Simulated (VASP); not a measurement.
Input for VASP

**INCAR**
```
SYSTEM=Y
PREC=Accurate; ENCUT=480; LREAL=.False.
LASPH=.True.
EDIFF=1E-7; NELM=100; ALGO=Normal
LMAXMIX=4
ISMEAR=1; SIGMA=0.1
GGA=PE
ISIF=2
LWAVE=.False.; LCHARG=.False.
```

POSCAR:
```
Y
1
    1.8283887459    -3.1668624816    -0.0000000000
    1.8283887459     3.1668624816    -0.0000000000
    0.0000000000    -0.0000000000     5.6438095468
Y
2
Direct
  0.3333330000   0.6666670000   0.2500000000
  0.6666670000   0.3333330000   0.7500000000
```

**KPOINTS**
```
Automatic mesh
0
Gamma
10 10 6
0 0 0
```

POTCAR, in this order: Y_sv (PBE.64 set). Program: vasp_std.

Q: Translate this PBE calculation to Ansatz.

A: One equivalent input (not run):
Ansatz 0.2 input:
```yaml
crystal:
  lattice:
    - [1.8283887, -3.1668625, 0.0000000]
    - [1.8283887, 3.1668625, 0.0000000]
    - [0.0000000, 0.0000000, 5.6438095]
  atoms:
    - { symbol: Y, position: [0.3333330, 0.6666670, 0.2500000] }
    - { symbol: Y, position: [0.6666670, 0.3333330, 0.7500000] }
kpoints:
  mp_grid: { grid: [10, 10, 6] }
hamiltonian:
  xc: pbe
  pseudopotentials: { kind: paw }
scf:
  occupations: { method: methfessel_paxton, width: 0.1 }
  max_iter: 100
output: { forces: true, stress: true, eigenvalues: true }
```
What does not carry over: each code has its own PAW files, so the cut-off isn't converted (ENCUT is set for VASP's; basis.ecutwfc is left out, and Ansatz then takes the one that its files recommend); Ansatz stops its SCF on the density residual and VASP on the energy change (EDIFF).

The compound is Y in the hcp structure. It was relaxed first.
